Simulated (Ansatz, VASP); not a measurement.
# Te (Tellurium): VASP beside Ansatz, part 2 of 2

One calculation is typed for both programs; each brings its own data sets. How far apart do they land? The cell is taken from a series of runs on this material, whose earlier steps may have relaxed, scaled, displaced or heated it; both programs get it as it stands.

VASP 6.6.1 and Ansatz 0.2.0.

So far: Set-up; VASP: zone-centre phonons, LDA.

### 3. Ansatz: zone-centre phonons, LDA

Level of this step: Ansatz beside VASP: Kohn-Sham DFT, plane waves, LDA (Ansatz).

Ansatz runs on its PAW soft_1 files.

The same cell, functional (in two slightly different forms), mesh and smearing now go to Ansatz, which takes its cutoff from its data sets.

input.yaml

```yaml
crystal:
  lattice:
    - [4.1498402565, 0.0, 0.0]
    - [-2.0749201282, 3.5938670838, 0.0]
    - [0.0, 0.0, 5.9213979451]
  atoms:
    - { symbol: Te, position: [0.2963720719, 0.0, 0.3333333333] }
    - { symbol: Te, position: [0.0, 0.2963720719, 0.6666666667] }
    - { symbol: Te, position: [0.7036279281, 0.7036279281, 0.0] }
kpoints:
  mp_grid: { grid: [12, 12, 8] }
hamiltonian:
  xc: lda
  pseudopotentials: { kind: paw, azcp: { folder: soft_1 }, xc_functional: pbe }
scf:
  occupations: { method: methfessel_paxton, width: 0.2 }
output:
  eigenvalues: true
phonons:
  method: dfpt
```

Launch:

```
> ansatz run input.yaml --threads 4 --pin off --max-ram 10240MiB --backend cpu --events-out ev --progress --plain --runs-dir out
```

Numbers of over 12 decimals in the logs are rounded to 6 here.

The log of the run:

```text
zone centre: on kpoints.mp_grid the ground state, and the responses unless they are solved on pairs of k-points, stand on 320 of the mesh's 1152 k-points, reduced under 2 symmetry operations, with k and −k counted as one. Each operation leaves every solved displacement unchanged or reverses it
Engine: ansatz 0.2.0, aarch64-unknown-linux-gnu
Pseudopotentials: kind: paw
Pseudopotential: Te, paw, valence charge 16, recommended cutoff 420 eV (normal), soft_1/Te.paw.azcp
Functional definition: SPW92
  exchange = slater_x
  correlation = pw_c
Crystal: 3 atoms, lattice volume = 88.312 Å³
Basis set: ecut = 420 eV, 1669 PW (Γ), exchange–correlation on 60×60×96 points (8 copies of the dense FFT grid, shifted against one another)
Bands: 29, of which v1, the nominal top of the filled ones, is band 24 counted from 1 (23 counted from 0)
Symmetry: 6 space group operations
k-points: 320 of 1152 (irreducible under 2 space group operations, time reversal used)
Non-local potential: Te, projectors of the file, l = 0: 2, l = 1: 2, l = 2: 2, l = 3: 1
PAW form: soft (Blöchl's): semilocal exchange-correlation on the pseudo side does not see the compensation charge
PAW frozen core: Te, regenerated for the run's functional, and the local potential with it (the file was generated under x = pbe(κ = 0.804, μ = 0.219515), c = pbe(β = 0.066725))
PAW one-centre angular grid: Te, 590 points (default); XC on 64 Gauss nodes
Initial density: superposition of atomic densities (chi_scale 0.1, normalization cell)
Initial wavefunctions: pseudopotential atomic-orbital guess
Functional: x = slater, c = lda
SCF iter   1: F=—  HF=-20481.798423 eV  |F-HF|=—  |Δ(HF+E_count)|=         —  Δρ=1.37e-2  dr2=1.14e-1  ethr=3.10e-3  ⟨swp⟩=8.8  Hψ=46340  notcnv=0
preconditioner: auto → Resta (q_TF=auto, 2.465 Å⁻¹)  ε∞=4.5  [insulator: Δε(μ)=0.151 eV  Ē_g=9.000 eV  σ=0.200 eV  W_gap=0.59  n_scr=22 (ndim 8)  ℏωp=16.8 eV  f_vac=0.000  D(μ)=0.09/eV (n_scr^D=0)  ε∞_Penn≈4.5]
SCF iter   2: F=—  HF=-20481.777249 eV  |F-HF|=—  |Δ(HF+E_count)|=   2.12e-2  S|Δr|=    0.00e0  Δρ=7.80e-3  dr2=3.80e-2  ethr=2.37e-4  ⟨swp⟩=1.0  Hψ=11867  notcnv=0  defer=2
preconditioner: auto → Kerker (q_TF=auto, 2.465 Å⁻¹)  [metal: Δε(μ)=0.121 eV  Ē_g=8.992 eV  σ=0.200 eV  W_gap=0.48  n_scr=22 (ndim 8)  ℏωp=16.8 eV  f_vac=0.000  D(μ)=0.09/eV (n_scr^D=0)]
SCF iter   3: F=—  HF=-20481.768891 eV  |F-HF|=—  |Δ(HF+E_count)|=   8.36e-3  S|Δr|=    0.00e0  Δρ=8.52e-4  dr2=8.13e-4  ethr=7.92e-5  ⟨swp⟩=2.0  Hψ=13394  notcnv=0  defer=2
SCF iter   4: F=—  HF=-20481.768839 eV  |F-HF|=—  |Δ(HF+E_count)|=   5.21e-5  S|Δr|=    0.00e0  Δρ=2.66e-4  dr2=9.07e-5  ethr=1.69e-6  ⟨swp⟩=2.8  Hψ=17082  notcnv=0  defer=2
SCF iter   5: F=—  HF=-20481.768839 eV  |F-HF|=—  |Δ(HF+E_count)|=   2.41e-7  S|Δr|=    0.00e0  Δρ=1.05e-4  dr2=1.36e-5  ethr=1.89e-7  ⟨swp⟩=2.6  Hψ=16848  notcnv=0  defer=2
SCF iter   6: F=—  HF=-20481.768834 eV  |F-HF|=—  |Δ(HF+E_count)|=   5.26e-6  S|Δr|=    0.00e0  Δρ=3.17e-5  dr2=9.06e-7  ethr=2.83e-8  ⟨swp⟩=2.0  Hψ=16840  notcnv=0  defer=2
SCF iter   7: F=—  HF=-20481.768839 eV  |F-HF|=—  |Δ(HF+E_count)|=   5.29e-6  S|Δr|=    0.00e0  Δρ=8.01e-6  dr2=3.99e-8  ethr=1.89e-9  ⟨swp⟩=2.1  Hψ=12812  notcnv=0  defer=2
SCF iter   8: F=—  HF=-20481.768839 eV  |F-HF|=—  |Δ(HF+E_count)|=   2.82e-9  S|Δr|=    0.00e0  Δρ=2.16e-6  dr2=2.98e-9  ethr=8.31e-11  ⟨swp⟩=2.0  Hψ=16729  notcnv=0  defer=2
SCF iter   9: F=—  HF=-20481.768839 eV  |F-HF|=—  |Δ(HF+E_count)|=  4.18e-10  S|Δr|=    0.00e0  Δρ=4.86e-7  dr2=2.24e-10  ethr=6.21e-12  ⟨swp⟩=3.0  Hψ=17659  notcnv=0  defer=2
SCF iter  10: F=—  HF=-20481.768839 eV  |F-HF|=—  |Δ(HF+E_count)|=  2.55e-11  S|Δr|=    0.00e0  Δρ=1.22e-7  dr2=1.61e-11  ethr=1.00e-12  ⟨swp⟩=1.0  Hψ=9161  notcnv=0  defer=2
SCF iter  11: F=-20481.768839 eV  HF=-20481.768839 eV  |F-HF|=7.28e-12  |Δ(HF+E_count)|=    0.00e0  S|Δr|=    0.00e0  Δρ=2.31e-8  dr2=5.40e-13  ethr=1.00e-12  ⟨swp⟩=9.0  Hψ=47572  notcnv=0
SCF 1 converged in 11 iterations: F = -20481.768839 eV  dr2 = 5.40e-13
  greatest PAW one-centre occupation: 0.999 electrons in one spin orbital (limit 2), on the Te atom at site 0 (counted from 0), in its partial waves of l = 2
DFPT response loops at Γ: preconditioner auto → Kerker (q_TF=auto, 2.465 Å⁻¹) (partly filled bands, converged f_vac=0.004); β = 1.00, the filter's whole step (`scf.mixing.beta` (0.50) is not read by the response loops under this deck's `scf.mixing.preconditioner`; to damp them name `kerker` or `kerker_dos`, under which they read `scf.mixing.beta`, and type it under 1.00, their step now; both keys bind the ground state too); Broyden in place of MSR1
SCF converged after 11 iterations
Stability not checked: this state was not tested for a lower state beside it, because cold or Methfessel-Paxton smearing, or corrected tetrahedra, fill the levels in a way that the test cannot read (fill_not_monotonic; see scf.lower_state_search)
Free energy (F): -20481.768839 eV
Harris-Foulkes:  -20481.768839 eV  (|F-HF|=7.28e-12)
Internal energy: -20481.773752 eV  (E = F + TS)
E sigma→0 (E₀):  -20481.770067 eV
Entropy (-TS):   0.004913 eV (1.638 meV/atom)
Fermi energy:    10.672870 eV
Step filling:    the computed levels leave a gap of 0.0000 eV = 0.0 smearing widths at the electron count; against every level under it full and every level over it empty, smearing changes F+E_penalty+E_count by +1.093 meV and its σ→0 estimate by -0.136 meV
--- Per-component energies (eV) ---
  E_band       = -714.312699
  E_kinetic    = 522.770226
  E_local      = -4490.119831  (includes V_loc(G=0)·N_el)
  E_nonlocal   = 210.925014
  E_hartree    = 2268.574910
  E_xc         = -369.262427
  E_vxc        = -311.603610  (∫ρ·V_xc dr)
  E_paw        = -13549.624667  (= ΣΔE_a)
  E_vpaw       = -1183.434537  (= ΣTr[D̂ρ^β])
  E_aug_tail   = 0.000218  (compensation charges beyond the density's cutoff)
  E_ewald      = -5077.073120
  E_core_change = 2.035927  (= ΣΔE_core)
  E_smearing   = 0.004913  (= −TS)
  E_closure    = 0.000000  (closes the sum)
  Σ components = -20481.768839   (vs F -20481.768839, Δ=0.00e0)
--- Band table (eV; the first three rows and the last of 320) ---
  k-point 0: bands = [... 20 lower, 8.2846, 8.8925, 8.8925, 9.3725, 11.8668, 11.8668, 12.6578, 15.4879, ... 1 higher]
  k-point 1: bands = [... 20 lower, 8.3211, 8.9539, 9.2376, 9.4238, 11.7075, 11.7267, 12.4825, 14.9185, ... 1 higher]
  k-point 2: bands = [... 20 lower, 8.2256, 9.1981, 9.5753, 9.6896, 11.3493, 11.3892, 12.0563, 14.4904, ... 1 higher]
  k-point 319: bands = [... 20 lower, 5.6306, 9.0737, 9.4505, 10.5906, 11.2992, 12.2192, 12.3123, 15.6404, ... 1 higher]
--- Phonons (Γ-DFPT): 3 representative perturbations + reference, on 320 of 1152 k-points (Σ response iterations 9) ---
  k mesh reduced under 2 symmetry operations, with k and −k counted as one. Each operation leaves every solved displacement unchanged or reverses it
  ASR residual: 3.000e-5 → 0.000e0 eV/Å²; symmetrization residual: 1.018e-5 eV/Å²
  ASR residual per site (eV/Å²): 3.00e-5 2.47e-5 2.47e-5
  Γ frequencies (cm⁻¹): 0.00 0.00 0.00 80.11 80.11 90.75 92.94 127.88 127.88
  non-analytic LO–TO correction: not included (Born effective charges unavailable; polar crystals: no LO–TO splitting at Γ)
```

### 4. Comparison

Known differences besides the potentials themselves: the data sets hold 48 valence electrons in Ansatz (on its PAW soft_1 files) and 18 in VASP; the cutoff is 420 eV in Ansatz and 500 eV in VASP; VASP's log shows a relativistic correction to its local exchange, Ansatz's none. Total energies have different zeros and are not compared.

Compared:

| quantity | Ansatz | VASP | difference |
| --- | --- | --- | --- |
| optical mode 1 to 2 (cm⁻¹) | 80.1 | 81.3 | -1.52 % |
| optical mode 3 (cm⁻¹) | 90.8 | 91.6 | -0.92 % |
| optical mode 4 (cm⁻¹) | 92.9 | 94.6 | -1.73 % |
| optical mode 5 to 6 (cm⁻¹) | 127.9 | 129.5 | -1.22 % |

Modes are paired by rising frequency, not by their patterns, so a pair may set unlike modes beside each other; they are those without the splitting of longitudinal modes.

### 5. Results

```yaml
r_m_s_difference_of_the_optical_zone_centre_modes_each_program_s_sorted_by_frequency_zone_centre_phonons_lda: 1.4 cm⁻¹
difference_in_optical_mode_4_zone_centre_phonons_lda: -1.7 %
```

What this shows: The r.m.s. difference of the optical zone-centre modes, each program's sorted by frequency is 1.4 cm⁻¹ (zone-centre phonons, LDA). The data sets hold unlike numbers of valence electrons (48 in Ansatz and 18 in VASP), so part of the differences comes from the potentials. Among the rows given in per cent, the largest difference of the zone-centre phonons, LDA pair is in optical mode 4, -1.7 %. How closely two codes agree says nothing of how well the functional describes the real material.

[Lines on the potential files, build, host, timing and source positions are cut from VASP's logs without a mark.]

[Logs are printed without paths, hosts, clocks, repeated set-up lines and the standing remarks that a program may print on its own settings, such as how far it seeks lower states.]

[Hosts, paths, dates, database ids (printed as entryN), source tags and the programs' standing remarks are cut or masked in the printed files.]
